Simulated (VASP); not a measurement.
A cell of Ni₃Fe (L1_2) near equilibrium:

```
CELL_PARAMETERS angstrom
      3.48418     0.00000     0.00000
      0.00000     3.48418     0.00000
      0.00000     0.00000     3.48418
ATOMIC_POSITIONS crystal
  Fe 0.00000 0.00000 0.00000
  Ni 0.00000 0.50000 0.50000
  Ni 0.50000 0.00000 0.50000
  Ni 0.50000 0.50000 0.00000
```
Starting moments (μB, in the order of the record's atoms Fe Ni Ni Ni): 2.8 0.6 0.6 0.6.

All values below come from PBEsol GGA, VASP's PBE PAW potentials (set 64) (plane waves; VASP 6.6.1).

```json
[
 {"run": "as it is", "ΔE (meV/atom)": "0.0", "σxx": "0.59", "σyy": "0.59", "σzz": "0.59", "largest shear component, with its sign (GPa)": "0.00", "largest force (eV/Å)": "0.000", "moment (μB)": "4.63"},
 {"run": "after one change", "ΔE (meV/atom)": "11.4", "σxx": "0.99", "σyy": "1.35", "σzz": "1.26", "largest shear component, with its sign (GPa)": "0.00", "largest force (eV/Å)": "0.920", "moment (μB)": "4.63"}
]
```
Stress is in GPa, positive when the cell is compressed.

What was changed between the two runs?
(A) atom 4 (Ni) moved by 0.100 Å along y
(B) biaxial strain of -4.0 % in the xz plane
(C) uniaxial strain of +2.0 % along x
(D) isotropic strain of +2.0 %

A, atom 4 (Ni) moved by 0.100 Å along y

The compound is Ni3Fe in the L1_2 structure. The spin order is the one that the start imposed; others were not tried in this run.
